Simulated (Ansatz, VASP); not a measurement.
# Cross-check of MoSeS between VASP and Ansatz, part 2 of 2

Wanted: the spread between two codes on one cell, functional and k mesh. The structure shown is the start of the Ansatz relaxation below; VASP solves that cell, so the two are compared at the walk's first step.

VASP 6.6.1 and Ansatz 0.2.0.

So far. Step 4 (Comparison): The forces differ by 24 meV/Å r.m.s., which is 20.4 % of the r.m.s. force of 0.117 eV/Å (both taken over all components). Where the cell holds vacuum, a pressure given here is an average over it and none of the material.

**7. VASP: single point, PBEsol, start cell, pair 2**

Level of this step: PBEsol, no spin polarisation; plane waves and PAW (Mo_sv, S, Se) (VASP).

The same cell, functional and mesh now go to VASP, with its own data sets.

File INCAR:

```
SYSTEM = MoSeS
PREC = Accurate
ENCUT = 400
EDIFF = 1E-06
NELM = 120
ISMEAR = 0
SIGMA = 0.01
LREAL = .FALSE.
ALGO = Normal
GGA = PS
NBANDS = 19
LASPH = .TRUE.
LORBIT = 11
LWAVE = .FALSE.
LCHARG = .FALSE.
ISIF = 2
LDIPOL = .TRUE.
IDIPOL = 3
DIPOL = 0.5 0.5 0.328
LVHAR = .TRUE.
GGA_COMPAT = .FALSE.
EFERMI = MIDGAP
NELMDL = -8
KPAR = 2
```

File POSCAR:

```
MoSeS
1.0
    3.1070149424      0.0000000000      0.0000000000
   -1.5535074712      2.7739730620      0.0000000000
    0.0000000000      0.0000000000     30.4000000000
Mo S Se
1 1 1
Direct
    0.3341894385      0.6683788770      0.3297566776
    0.6661842021      0.3323684042      0.3802690789
    0.6662930712      0.3325861425      0.2735268750
```

File KPOINTS:

```
Automatic mesh
0
Gamma
12 12 1
0 0 0
```

The projector-augmented-wave data sets are Mo_sv, S and Se (PBE family, release 64).

Command:

```console
$ mpirun -np 2 vasp_std
```

Numbers of over 12 decimals in the logs are rounded to 6 here.

What it wrote:

```text
[banner, memory and clock lines left out]
running    2 mpi-ranks, on    1 nodes
[...]
[... a notice as in an earlier step ...]

 LDA part: xc-table for (Slater+PW92), standard interpolation
 POSCAR, INCAR and KPOINTS ok, starting setup
[...]
entering main loop
       N       E                     dE             d eps       ncg     rms          rms(c)
DAV:   1     0.133218874532E+03    0.13322E+03   -0.11774E+04  2322   0.839E+02
DAV:   2    -0.125133347772E+02   -0.14573E+03   -0.14277E+03  2309   0.197E+02
DAV:   3    -0.235496553996E+02   -0.11036E+02   -0.10985E+02  2236   0.514E+01
DAV:   4    -0.236763031967E+02   -0.12665E+00   -0.12637E+00  2160   0.610E+00
[...]
DAV:  25    -0.224425145828E+02   -0.29215E-05   -0.67539E-08  1379   0.857E-04    0.136E-04
DAV:  26    -0.224425163688E+02   -0.17859E-05   -0.33547E-08  1242   0.511E-04    0.230E-04
DAV:  27    -0.224425171695E+02   -0.80073E-06   -0.10534E-08  1150   0.315E-04
   1 F= -.22442517E+02 E0= -.22442517E+02  d E =0.000000E+00
```

Parts of OUTCAR (step 7):

```text
  Total        2.5006075      0.5253934      0.3358159      0.0000000     -0.0027822      0.0000000
  in kB       15.2910373      3.2127433      2.0534903      0.0000000     -0.0170131      0.0000000
  external PRESSURE =       6.8524237 kB  Pullay stress =       0.0000000 kB

 POSITION                                       TOTAL-FORCE (eV/Angst)
 -----------------------------------------------------------------------------------
     -0.00000      1.85407     10.02460        -0.000000      0.076240      0.047660
      1.55351      0.92198     11.56018         0.000000     -0.041154      0.113948
      1.55351      0.92259      8.31522         0.000000     -0.035086     -0.161608
 -----------------------------------------------------------------------------------
    total drift:                                0.000006     -0.000131      0.000206

  FREE ENERGIE OF THE ION-ELECTRON SYSTEM (eV)
  ---------------------------------------------------
  free  energy   TOTEN  =       -22.4425171695 eV

  energy  without entropy=      -22.4425171695  energy(sigma->0) =      -22.44251717

[... 3 further parts left out ...]
[key lines of the parts left out:]
E-fermi :  -2.1810
```

The run ends at a pressure of 0.69 GPa, with forces up to 0.17 eV/Å.

**8. Differences**

What differs besides the data sets and the points named for the pairs above, as far as they apply: the data sets hold 36 valence electrons in Ansatz (on its PAW soft_1 files) and 26 in VASP. Total energies have different zeros and are not compared.

Forces (eV/Å; atoms numbered as in POSCAR):

| atom | Ansatz x, y, z | VASP x, y, z |
| --- | --- | --- |
| Mo1 | 0.000, 0.075, 0.000 | 0.000, 0.076, 0.048 |
| S2 | 0.000, -0.042, 0.108 | 0.000, -0.041, 0.114 |
| Se3 | 0.000, -0.034, -0.109 | 0.000, -0.035, -0.162 |

The forces differ by 24 meV/Å r.m.s., which is 31.8 % of the r.m.s. force of 0.075 eV/Å (both taken over all components). Where the cell holds vacuum, a pressure given here is an average over it and none of the material.

**9. Ansatz: relaxation, PBEsol**

The two programs are compared at the cell with which this relaxation starts, whose forces are those of its first step.

The structure compared here is the start of the Ansatz relaxation; VASP solves that cell, so the two are compared at the walk's first step.

File input.yaml:

```yaml
crystal:
  lattice:
    - [3.2031081881, 0.0, 0.0]
    - [-1.601554094, 2.6907538702, 0.0]
    - [0.0, 0.0, 30.4]
  atoms:
    - { symbol: Mo, position: [0.3324173494, 0.6648346988, 0.3297566052] }
    - { symbol: S, position: [0.6671781412, 0.3343562824, 0.380268906] }
    - { symbol: Se, position: [0.6670711761, 0.3341423521, 0.2735271203] }
  periodic: [true, true, false]
kpoints:
  mp_grid: { grid: [12, 12, 1] }
hamiltonian:
  xc: pbesol
  pseudopotentials: { kind: paw, azcp: { folder: soft_1 }, xc_functional: pbe }
scf:
  occupations: { method: fixed }
output:
  forces: true
  stress: true
  eigenvalues: true
relax:
  adjacent_minimum: "off"
  f_tol: 0.001
  max_steps: 60
```

Command:

```console
$ ansatz run input.yaml --threads 4 --pin off --max-ram 16384MiB --backend cpu --events-out ev --progress --plain --runs-dir out
```

What it wrote:

```text
[...]
Crystal: 3 atoms, lattice volume = 262.011 Å³
Basis set: ecut = 420 eV, 5113 PW (Γ), exchange–correlation on 48×48×432 points (8 copies of the dense FFT grid, shifted against one another)
Bands: 22, of which v1, the nominal top of the filled ones, is band 18 counted from 1 (17 counted from 0)
Symmetry: 2 space group operations
[...]
--- Relaxed structure (5 steps of the walk, 5 accepted, 0 SCFs on fresh bases) ---
  F+E_penalty+E_count = -11209.05032673 eV   max|allowed force component| = 9.590e-5 eV/Å
  cell:  # Å, volume = 262.0108 Å³
    - [3.2031081881, -2.976032966738847e-11, 0.0]
    - [-1.601554094025, 2.690754, 0.0]
    - [0.0, 0.0, 30.4]
  atoms:
    - { symbol: Mo, position: [0.331916, 0.663833, 0.329763] }
    - { symbol: S, position: [0.667461, 0.334921, 0.380457] }
    - { symbol: Se, position: [0.667290, 0.334579, 0.273332] }
[key lines of the parts left out:]
SCF converged after 6 iterations
Free energy (F): -11209.050327 eV
Fermi energy:    -5.611081 eV
P = ½ c Tr σ = 2.6274 N/m
```

**10. VASP: single point, PBEsol, start cell, pair 3**

The same cell, functional and mesh now go to VASP, with its own data sets.

INCAR is that of step 7.

File POSCAR:

```
MoSeS
1.0
    3.2031081881      0.0000000000      0.0000000000
   -1.6015540940      2.6907538702      0.0000000000
    0.0000000000      0.0000000000     30.4000000000
Mo S Se
1 1 1
Direct
    0.3324174351      0.6648348702      0.3297566118
    0.6671780556      0.3343561111      0.3802689145
    0.6670712082      0.3341424164      0.2735271053
```

KPOINTS is that of step 7.

Command:

```console
$ mpirun -np 2 vasp_std
```

What it wrote:

```text
[... set-up lines as in an earlier step ...]
 entering main loop
       N       E                     dE             d eps       ncg     rms          rms(c)
DAV:   1     0.134804287932E+03    0.13480E+03   -0.11760E+04  2314   0.837E+02
DAV:   2    -0.121051837621E+02   -0.14691E+03   -0.14277E+03  2297   0.199E+02
DAV:   3    -0.235567937968E+02   -0.11452E+02   -0.11405E+02  2283   0.518E+01
DAV:   4    -0.236768746237E+02   -0.12008E+00   -0.11973E+00  2162   0.598E+00
[...]
DAV:  25    -0.224430716957E+02   -0.29434E-05   -0.69387E-08  1396   0.862E-04    0.130E-04
DAV:  26    -0.224430734456E+02   -0.17499E-05   -0.32650E-08  1226   0.507E-04    0.226E-04
DAV:  27    -0.224430742525E+02   -0.80693E-06   -0.10736E-08  1158   0.317E-04
   1 F= -.22443074E+02 E0= -.22443074E+02  d E =0.000000E+00
```

From OUTCAR (step 10):

```text
  Total        0.5733014      2.4496281      0.3357301      0.0000000      0.0031865      0.0000000
  in kB        3.5056972     14.9793018      2.0529660      0.0000000      0.0194849      0.0000000
  external PRESSURE =       6.8459883 kB  Pullay stress =       0.0000000 kB

 POSITION                                       TOTAL-FORCE (eV/Angst)
 -----------------------------------------------------------------------------------
      0.00000      1.78891     10.02460        -0.000000     -0.088943      0.047517
      1.60155      0.89967     11.56018         0.000000      0.047954      0.114054
      1.60155      0.89910      8.31522         0.000000      0.040989     -0.161571
 -----------------------------------------------------------------------------------
    total drift:                               -0.000023      0.000301      0.000187

  FREE ENERGIE OF THE ION-ELECTRON SYSTEM (eV)
  ---------------------------------------------------
  free  energy   TOTEN  =       -22.4430742525 eV

  energy  without entropy=      -22.4430742525  energy(sigma->0) =      -22.44307425

[... 1 part as in an earlier step ...]

[... 2 further parts left out ...]
[key lines of the parts left out:]
E-fermi :  -2.1755
```

The run ends at a pressure of 0.68 GPa, with forces up to 0.17 eV/Å.

**11. Differences**

What differs besides the data sets and the points named for the pairs above, as far as they apply: the data sets hold 36 valence electrons in Ansatz (on its PAW soft_1 files) and 26 in VASP. Total energies have different zeros and are not compared.

Forces (eV/Å; atoms numbered as in POSCAR):

| atom | Ansatz x, y, z | VASP x, y, z |
| --- | --- | --- |
| Mo1 | 0.000, -0.088, 0.000 | 0.000, -0.089, 0.048 |
| S2 | 0.000, 0.049, 0.109 | 0.000, 0.048, 0.114 |
| Se3 | 0.000, 0.039, -0.109 | 0.000, 0.041, -0.162 |

The forces differ by 24 meV/Å r.m.s., which is 30.9 % of the r.m.s. force of 0.077 eV/Å (both taken over all components). Where the cell holds vacuum, a pressure given here is an average over it and none of the material.

**12. Summary of results**

```json
{"r.m.s. force difference (single point, PBEsol, start cell, pair 1)": "24 meV/Å", "r.m.s. force difference (single point, PBEsol, start cell, pair 2)": "24 meV/Å", "r.m.s. force difference (single point, PBEsol, start cell, pair 3)": "24 meV/Å"}
```

In words: The r.m.s. force difference is 24 meV/Å (single point, PBEsol, start cell, pair 1), beyond the 12 meV/Å picked in this series as the mark of a large difference. The data sets hold unlike numbers of valence electrons (36 in Ansatz and 26 in VASP), so part of the differences may come from the potentials. Single point, PBEsol, start cell, pair 1, VASP with the data sets Mo, S and Se_sv_GW and a cutoff of 620 eV: r.m.s. force difference goes from 24 to 31 meV/Å. What causes the difference of the single point, PBEsol, start cell, pair 2 pair stays open here. What causes the difference of the single point, PBEsol, start cell, pair 3 pair stays open here. 13 further pairs of this series are not shown here. How closely two codes agree says nothing of how well the functional describes the real material.

[Lines on the potential files, build, host, timing and source positions are cut from VASP's logs without a mark.]

[Logs are printed without paths, hosts, clocks, repeated set-up lines and the standing remarks that a program may print on its own settings, such as how far it seeks lower states.]

[Hosts, paths, dates, database ids (printed as entryN), source tags and the programs' standing remarks are cut or masked in the printed files.]
